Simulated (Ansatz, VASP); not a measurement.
# Cross-check of GeP2C (chalcopyrite type (invented)) between VASP and Ansatz, part 2 of 2

Aim: how closely do two programs agree when they are given the same cell, functional and k mesh? The cell is generated by rule, not measured, and may not be a known phase. Of the first pair: The two relaxations start from unlike cells of this crystal (the structure described is Ansatz's start), so only their ends are compared.

VASP 6.6.1 and Ansatz 0.2.0.

So far: Set-up; VASP: relaxation of cell and atoms, PBE, pair 1.

## 3. Ansatz: relaxation of cell and atoms, PBE, pair 1

Level of this step: Ansatz beside VASP: Kohn-Sham DFT, plane waves, PBE (Ansatz).

Ansatz runs on its default PAW (the set named soft_2) files.

Its own start cell and the same functional, mesh and smearing now go to Ansatz, which takes its cutoff from its data sets.

input.yaml reads:

```yaml
crystal:
  lattice:
    - [-2.40178, 2.40178, 4.80355]
    - [2.40178, -2.40178, 4.80355]
    - [2.40178, 2.40178, -4.80355]
  atoms:
    - { symbol: Ge, position: [0.0, 0.0, 0.0] }
    - { symbol: Ge, position: [0.75, 0.25, 0.5] }
    - { symbol: C, position: [0.5, 0.5, 0.0] }
    - { symbol: C, position: [0.25, 0.75, 0.5] }
    - { symbol: P, position: [0.375, 0.875, 0.0] }
    - { symbol: P, position: [0.875, 0.375, 0.0] }
    - { symbol: P, position: [0.125, 0.125, 0.5] }
    - { symbol: P, position: [0.625, 0.625, 0.5] }
kpoints:
  mp_grid: { grid: [6, 6, 6] }
hamiltonian:
  xc: pbe
scf:
  occupations: { method: gaussian, width: 0.1 }
output:
  forces: true
  stress: true
  eigenvalues: true
relax:
  adjacent_minimum: "off"
  f_tol: 0.05
  max_steps: 80
  cell: { stress_tol: 0.5 }
```

Run with:

```bash
ansatz run input.yaml --threads 4 --pin off --max-ram 9216MiB --backend cpu --events-out ev --progress --plain --runs-dir out
```

Numbers of over 12 decimals in the logs are rounded to 6 here.

The program printed:

```text
The last accepted step is kept in <dir> (removed where the run ends without a failure and the disk answers)
Engine: ansatz 0.2.0, x86_64-unknown-linux-gnu
Pseudopotentials: kind: paw
Pseudopotential: Ge, paw, valence charge 14, recommended cutoff 420 eV (normal), Ge.paw.azcp
Pseudopotential: C, paw, valence charge 4, recommended cutoff 420 eV (normal), C.paw.azcp
Pseudopotential: P, paw, valence charge 5, recommended cutoff 420 eV (normal), P.paw.azcp
Functional definition: PBE
  parameter kappa = 0.804
  parameter beta = 0.066725
  exchange = pbe_x(kappa = kappa, mu = beta*pi^2/3)
  correlation = pbe_c(beta = beta)
Crystal: 8 atoms, lattice volume = 110.838 Å³
Basis set: ecut = 420 eV, 2109 PW (Γ), exchange–correlation on 80×80×80 points (8 copies of the dense FFT grid, shifted against one another)
Bands: 36, of which v1, the nominal top of the filled ones, is band 28 counted from 1 (27 counted from 0)
Symmetry: 8 space group operations
Space group: I-42d (ITA 122), of the structure as read, at distance tolerance 4.8e-5 Å
k-points: 30 of 216 (time reversal used)
Non-local potential: Ge, projectors of the file, l = 0: 2, l = 1: 2, l = 2: 3, l = 3: 1
Non-local potential: C, projectors of the file, l = 0: 2, l = 1: 2, l = 2: 1
Non-local potential: P, projectors of the file, l = 0: 2, l = 1: 2, l = 2: 2
PAW form: soft (Blöchl's): semilocal exchange-correlation on the pseudo side does not see the compensation charge
PAW one-centre angular grid: Ge, 590 points (default); XC on 64 Gauss nodes
PAW one-centre angular grid: C, 110 points (default); XC on 64 Gauss nodes
PAW one-centre angular grid: P, 110 points (default); XC on 64 Gauss nodes
Initial density: superposition of atomic densities (neutral atoms: chi_scale 0, normalization atom), corrected by the library's trained network
Initial wavefunctions: pseudopotential atomic-orbital guess
Functional: x = pbe(κ = 0.804, μ = 0.219515), c = pbe(β = 0.066725)
SCF iter   1: F=—  HF=-12103.764513 eV  |F-HF|=—  |Δ(HF+E_count)|=         —  Δρ=9.70e-3  dr2=2.42e-1  ethr=1.77e-3  ⟨swp⟩=8.0  Hψ=5428  notcnv=0
preconditioner: auto → Kerker (q_TF=auto, 2.435 Å⁻¹)  [metal: Δε(μ)=0.045 eV  Ē_g=9.990 eV  σ=0.100 eV  W_gap=0.24  n_scr=30 (ndim 8)  ℏωp=21.2 eV  f_vac=0.000  D(μ)=1.65/eV (n_scr^D=10)]
SCF iter   2: F=—  HF=-12103.715297 eV  |F-HF|=—  |Δ(HF+E_count)|=   4.92e-2  Δρ=4.18e-3  dr2=4.85e-2  ethr=4.33e-4  ⟨swp⟩=1.9  Hψ=1496  notcnv=0  defer=23
SCF iter   3: F=—  HF=-12103.703241 eV  |F-HF|=—  |Δ(HF+E_count)|=   1.21e-2  Δρ=1.81e-3  dr2=8.07e-3  ethr=8.66e-5  ⟨swp⟩=3.0  Hψ=1909  notcnv=0  defer=23
SCF iter   4: F=—  HF=-12103.700918 eV  |F-HF|=—  |Δ(HF+E_count)|=   2.32e-3  Δρ=6.43e-4  dr2=7.42e-4  ethr=1.44e-5  ⟨swp⟩=2.0  Hψ=1874  notcnv=0  defer=23
SCF iter   5: F=—  HF=-12103.700761 eV  |F-HF|=—  |Δ(HF+E_count)|=   1.58e-4  Δρ=3.33e-4  dr2=1.30e-4  ethr=1.33e-6  ⟨swp⟩=2.0  Hψ=1881  notcnv=0  defer=23
SCF iter   6: F=—  HF=-12103.700779 eV  |F-HF|=—  |Δ(HF+E_count)|=   1.81e-5  Δρ=5.45e-5  dr2=2.48e-6  ethr=2.32e-7  ⟨swp⟩=2.4  Hψ=1438  notcnv=0  defer=23
SCF iter   7: F=—  HF=-12103.700779 eV  |F-HF|=—  |Δ(HF+E_count)|=   2.12e-8  Δρ=1.19e-5  dr2=1.88e-7  ethr=4.43e-9  ⟨swp⟩=2.1  Hψ=1647  notcnv=0  defer=56
SCF iter   8: F=-12103.700779 eV  HF=-12103.700779 eV  |F-HF|=2.46e-9  |Δ(HF+E_count)|=   5.95e-8  Δρ=2.80e-6  dr2=6.46e-9  ethr=1.79e-10  ⟨swp⟩=10.8  Hψ=5392  notcnv=0
SCF 1 converged in 8 iterations: F = -12103.700779 eV  dr2 = 6.46e-9
  greatest PAW one-centre occupation: 0.998 electrons in one spin orbital (limit 2), on the Ge atom at site 0 (counted from 0), in its partial waves of l = 2
relax step   1: F+E_penalty+E_count = -12103.70077878 eV  Δ(F+E_penalty+E_count) = +0.000e0 eV  max|allowed force component| = 5.794e0 eV/Å  Δτ_max = 0.0000 Å  P = +26.744 GPa  Ω = 110.838 Å³  (8 SCF iters, dr2 threshold 1.00e-7 eV, accepted)
[...]
relax step  12: F+E_penalty+E_count = -12109.87344886 eV  Δ(F+E_penalty+E_count) = -2.176e-2 eV  max|allowed force component| = 8.121e-3 eV/Å  Δτ_max = 0.0107 Å  P = +0.417 GPa  Ω = 115.776 Å³  energy of the carried Pulay correction = -1.039e-3 eV  (6 SCF iters, dr2 threshold 8.00e-7 eV, accepted)
[...]
relax step  13: F+E_penalty+E_count = -12109.87500943 eV  Δ(F+E_penalty+E_count) = -1.561e-3 eV  max|allowed force component| = 7.756e-4 eV/Å  Δτ_max = 0.0077 Å  P = -0.006 GPa  Ω = 116.616 Å³  energy of the carried Pulay correction = -1.736e-3 eV  (5 SCF iters, dr2 threshold 8.00e-7 eV, accepted)
[...]
relax step  14: F+E_penalty+E_count = -12109.87710281 eV  Δ(F+E_penalty+E_count) = -2.093e-3 eV  max|allowed force component| = 6.747e-4 eV/Å  Δτ_max = 0.0000 Å  P = -0.003 GPa  Ω = 116.616 Å³  stress off target by 1.06e-1 GPa  SCF on the basis re-selected at this cell (its energy is not comparable with the rows above)  (4 SCF iters)
basis re-selected at this cell: Δ(F+E_penalty+E_count) = -2.093e-3 eV, ΔP = +0.004 GPa vs the last step (what re-selecting the basis moved, of the pressure what is left beyond the Pulay correction that the steps carried, after the strain that the cell walked since its last selection, with what the two solves' SCF thresholds leave and, on support functions, any second-order correction that the steps lacked; it is no m [...]
SCF converged after 4 iterations
Free energy (F): -12109.877103 eV
Harris-Foulkes:  -12109.877103 eV  (|F-HF|=8.69e-9)
Internal energy: -12109.865952 eV  (E = F + TS)
E sigma→0 (E₀):  -12109.871527 eV
Entropy (-TS):   -0.011151 eV (-1.394 meV/atom)
Fermi energy:    10.507957 eV
--- Per-component energies (eV) ---
  E_band       = -171.422997
  E_kinetic    = 679.869103
  E_local      = -5204.773946  (includes V_loc(G=0)·N_el)
  E_nonlocal   = 1017.732632
  E_hartree    = 2240.982892
  E_xc         = -494.017619
  E_vxc        = -492.495797  (∫ρ·V_xc dr)
  E_paw        = -6506.530031  (= ΣΔE_a)
  E_vpaw       = -653.722251  (= ΣTr[D̂ρ^β])
  E_aug_tail   = 0.000832  (compensation charges beyond the density's cutoff)
  E_ewald      = -3843.129814
  E_smearing   = -0.011151  (= −TS)
  E_closure    = 0.000000  (closes the sum)
  Σ components = -12109.877103   (vs F -12109.877103, Δ=0.00e0)
--- Forces (eV/Å), atoms counted from 1 ---
  atom   1  Ge     0.00000000    -0.00000000    -0.00000000
  atom   2  Ge     0.00000000     0.00000000    -0.00000000
  atom   3  C      0.00000000     0.00000000     0.00000000
  atom   4  C      0.00000000    -0.00000000    -0.00000000
  atom   5  P      0.00067468    -0.00000000     0.00000000
  atom   6  P     -0.00067468     0.00000000     0.00000000
  atom   7  P     -0.00000000    -0.00067468     0.00000000
  atom   8  P     -0.00000000     0.00067468     0.00000000
  max |Σ_I F_I| component: 4.51e-17 eV/Å
--- Stress (GPa, compression-positive) ---
        0.048942      -0.000000       0.000000
       -0.000000       0.048942      -0.000000
       -0.000000      -0.000000      -0.105715
  P = ⅓ Tr σ = -0.0026 GPa (-0.026 kbar)
--- Band table (eV; the first three rows and the last of 30) ---
  k-point 0: bands = [... 24 lower, 7.5908, 7.9592, 8.5781, 9.4185, 9.8093, 12.7067, 13.4160, 13.4160, ... 4 higher]
  k-point 1: bands = [... 24 lower, 7.2084, 8.3906, 9.1395, 9.2033, 10.5449, 12.4832, 12.7372, 13.3084, ... 4 higher]
  k-point 2: bands = [... 24 lower, 7.7886, 8.1001, 9.1687, 9.6481, 10.0803, 11.8682, 11.9591, 12.9783, ... 4 higher]
  k-point 29: bands = [... 24 lower, 8.7486, 8.7486, 9.0738, 9.0738, 11.4322, 11.4322, 12.3148, 12.3148, ... 4 higher]
--- Relaxed structure (12 steps of the walk, 11 accepted, 2 SCFs on fresh bases) ---
  F+E_penalty+E_count = -12109.87710281 eV   max|allowed force component| = 6.747e-4 eV/Å   (the final SCF, on the basis selected at the relaxed cell)
  cell:  # Å, volume = 116.6164 Å³
    - [-2.834646, 2.834646, 3.628290]
    - [2.834646, -2.834646, 3.628290]
    - [2.834646, 2.834646, -3.628290]
  atoms:
    - { symbol: Ge, position: [1.1285402623112132e-19, 3.8370368918580327e-19, 4.965577154169252e-19] }
    - { symbol: Ge, position: [0.75, 0.250000, 0.5] }
    - { symbol: C, position: [0.5, 0.5, 4.965577154169202e-19] }
    - { symbol: C, position: [0.250000, 0.75, 0.5] }
    - { symbol: P, position: [0.375000, 0.783824, -0.091176] }
    - { symbol: P, position: [0.875000, 0.466176, 0.091176] }
    - { symbol: P, position: [0.216176, 0.125000, 0.591176] }
    - { symbol: P, position: [0.533824, 0.625000, 0.408824] }
```

## 4. Differences

Known differences besides the potentials themselves: the cutoff is 420 eV in Ansatz and 600 eV in VASP; Ansatz adds a Pulay correction to the stress that steers its cell, VASP none. Total energies have different zeros and are not compared.

The two programs side by side:

```
                                         quantity  Ansatz    VASP  difference
                                      volume (Å³)  116.62  116.43     +0.16 %
edge a after relaxation, in the typed setting (Å)   5.407   5.402     +0.09 %
```

## 5. Ansatz: relaxation of cell and atoms, PBE, pair 2

The relaxed volume is the usual yardstick between codes: in a stiff, nearly cubic crystal its relative difference is about their pressure difference at one cell divided by the bulk modulus. Its start cell is another than that of the pair before, and may be another structure of the material.

The cell is taken from a series of runs on this material, whose earlier steps may have relaxed, scaled, displaced or heated it; both programs get it as it stands.

input.yaml reads:

```yaml
crystal:
  lattice:
    - [-2.8346464616, 2.8346464616, 3.6282902072]
    - [2.8346464616, -2.8346464616, 3.6282902072]
    - [2.8346464616, 2.8346464616, -3.6282902072]
  atoms:
    - { symbol: Ge, position: [0.0, 0.0, 0.0] }
    - { symbol: Ge, position: [0.75, 0.25, 0.5] }
    - { symbol: C, position: [0.5, 0.5, 0.0] }
    - { symbol: C, position: [0.25, 0.75, 0.5] }
    - { symbol: P, position: [0.375, 0.7838238032, -0.0911761968] }
    - { symbol: P, position: [0.875, 0.4661761968, 0.0911761968] }
    - { symbol: P, position: [0.2161761968, 0.125, 0.5911761968] }
    - { symbol: P, position: [0.5338238032, 0.625, 0.4088238032] }
kpoints:
  mp_grid: { grid: [10, 10, 10] }
hamiltonian:
  xc: pbe
scf:
  occupations: { method: gaussian, width: 0.1 }
output:
  forces: true
  stress: true
  eigenvalues: true
  write_density: true
  write_potential: true
  elf: true
  volumetric_format: npy
relax:
  adjacent_minimum: "off"
  f_tol: 0.005
  max_steps: 80
  cell: { stress_tol: 0.05 }
```

The program printed:

```text
[...]
Crystal: 8 atoms, lattice volume = 116.616 Å³
Basis set: ecut = 420 eV, 2237 PW (Γ), exchange–correlation on 80×80×80 points (8 copies of the dense FFT grid, shifted against one another)
Bands: 36, of which v1, the nominal top of the filled ones, is band 28 counted from 1 (27 counted from 0)
Symmetry: 8 space group operations
[...]
- [2.829712, 2.829712, -3.624129]
  atoms:
    - { symbol: Ge, position: [0, 0, 0] }
    - { symbol: Ge, position: [0.750000, 0.250000, 0.500000] }
    - { symbol: C, position: [0.5, 0.5, 0] }
    - { symbol: C, position: [0.250000, 0.750000, 0.500000] }
    - { symbol: P, position: [0.375, 0.784681, -0.090319] }
    - { symbol: P, position: [0.875000, 0.465319, 0.090319] }
    - { symbol: P, position: [0.215319, 0.125000, 0.590319] }
    - { symbol: P, position: [0.534681, 0.625000, 0.409681] }
[key lines of the parts left out:]
SCF converged after 4 iterations
Free energy (F): -12109.881665 eV
Fermi energy:    10.550921 eV
P = ⅓ Tr σ = 0.0089 GPa (0.089 kbar)
```

## 6. VASP: relaxation of cell and atoms, PBE, pair 2

The same cell, functional, mesh and smearing now go to VASP, with its own data sets.

INCAR reads:

```
SYSTEM = GeP2C
PREC = Accurate
ENCUT = 600
EDIFF = 1E-07
NELM = 120
ISMEAR = 0
SIGMA = 0.1
LREAL = .FALSE.
ALGO = Normal
GGA = PE
NBANDS = 36
LORBIT = 11
LWAVE = .FALSE.
LCHARG = .FALSE.
ISIF = 3
IBRION = 2
NSW = 80
EDIFFG = -0.005
LASPH = .TRUE.
GGA_COMPAT = .FALSE.
NELMIN = 4
KPAR = 2
```

POSCAR reads:

```
GeP2C
1.0
   -2.8346460000      2.8346460000      3.6282900000
    2.8346460000     -2.8346460000      3.6282900000
    2.8346460000      2.8346460000     -3.6282900000
Ge C P
2 2 4
Direct
    0.0000000000      0.0000000000      0.0000000000
    0.7500000000      0.2500000000      0.5000000000
    0.5000000000      0.5000000000      0.0000000000
    0.2500000000      0.7500000000      0.5000000000
    0.3750000689      0.7838239573      0.9088238884
    0.8750000689      0.4661761805      0.0911761116
    0.2161762191      0.1249999311      0.5911762880
    0.5338239573      0.6250000689      0.4088238884
```

KPOINTS reads:

```
Automatic mesh
0
Gamma
10 10 10
0 0 0
```

Potentials, in the order of the species: Ge_d, C and P (PBE family, release 64).

Run with:

```bash
mpirun -np 2 vasp_std
```

The program printed:

```text
[... set-up lines as in an earlier step ...]
 entering main loop
       N       E                     dE             d eps       ncg     rms          rms(c)
DAV:   1     0.557830921536E+03    0.55783E+03   -0.27949E+04  9280   0.333E+03
DAV:   2     0.599077103390E+02   -0.49792E+03   -0.47852E+03  7424   0.887E+02
DAV:   3    -0.387098635069E+02   -0.98618E+02   -0.95933E+02  8656   0.196E+02
DAV:   4    -0.456422483553E+02   -0.69324E+01   -0.68182E+01  9600   0.548E+01
[...]
DAV:  14    -0.443075166468E+02    0.68431E-06   -0.53324E-06  8040   0.133E-02    0.415E-03
DAV:  15    -0.443075162247E+02    0.42214E-06   -0.33429E-06  8332   0.657E-03    0.187E-03
DAV:  16    -0.443075163018E+02   -0.77091E-07   -0.34017E-07  7312   0.270E-03
   1 F= -.44307516E+02 E0= -.44301057E+02  d E =-.443075E+02
[... from here on, the cycles between the ionic steps are left out ...]
   2 F= -.44308264E+02 E0= -.44301885E+02  d E =-.747941E-03
   3 F= -.44308290E+02 E0= -.44301896E+02  d E =-.773785E-03
   4 F= -.44308291E+02 E0= -.44301894E+02  d E =-.774326E-03
   5 F= -.44308404E+02 E0= -.44302040E+02  d E =-.113051E-03
   6 F= -.44308436E+02 E0= -.44302113E+02  d E =-.145398E-03
[...]
reached required accuracy - stopping structural energy minimisation
```

Parts of OUTCAR (step 6):

```text
  Total       -0.0131404     -0.0131404      0.0255531      0.0000000      0.0000000      0.0000000
  in kB       -0.1816030     -0.1816030      0.3531494      0.0000000      0.0000000      0.0000000
  external PRESSURE =      -0.0033522 kB  Pullay stress =       0.0000000 kB

 POSITION                                       TOTAL-FORCE (eV/Angst)
 -----------------------------------------------------------------------------------
      0.00000      0.00000      0.00000         0.000000     -0.000000     -0.000000
      0.00000      2.83035      1.80895        -0.000000      0.000000      0.000000
      0.00000      0.00000      3.61789         0.000000      0.000000     -0.000000
      2.83035      0.00000      1.80895         0.000000     -0.000000     -0.000000
      3.73172      1.41517      0.90447        -0.000185      0.000000     -0.000000
     -0.90137      1.41517      4.52237         0.000185     -0.000000      0.000000
      1.41517      1.92898     -0.90447        -0.000000      0.000185      0.000000
      1.41517      0.90137      2.71342         0.000000     -0.000185     -0.000000
 -----------------------------------------------------------------------------------
    total drift:                               -0.000003     -0.000132     -0.000198

  FREE ENERGIE OF THE ION-ELECTRON SYSTEM (eV)
  ---------------------------------------------------
  free  energy   TOTEN  =       -44.3084360255 eV

  energy  without entropy=      -44.2957893927  energy(sigma->0) =      -44.30211271

[... 1 part as in an earlier step ...]

[... 3 further parts left out ...]
[key lines of the parts left out:]
E-fermi :   8.1199
```

## 7. Comparison

Compared:

```
                                         quantity  Ansatz    VASP  difference
                                      volume (Å³)  116.08  115.93     +0.13 %
edge a after relaxation, in the typed setting (Å)   5.399   5.396     +0.06 %
```

## 8. What came out

- difference in volume (relaxation of cell and atoms, PBE, pair 1): 0.16 %
- difference in volume (relaxation of cell and atoms, PBE, pair 2): 0.13 %

In words: The difference in volume is 0.16 % (relaxation of cell and atoms, PBE, pair 1), within the 1.2 % picked in this series as the mark of a large difference, as far as the stopping tolerances let one tell. Such differences can come from data sets, numerical settings and the points named under the comparisons, not from the functional's error against experiment.

[Lines on the potential files, build, host, timing and source positions are cut from VASP's logs without a mark.]

[Logs are printed without paths, hosts, clocks, repeated set-up lines and the standing remarks that a program may print on its own settings, such as how far it seeks lower states.]

[Hosts, paths, dates, database ids (printed as entryN), source tags and the programs' standing remarks are cut or masked in the printed files.]
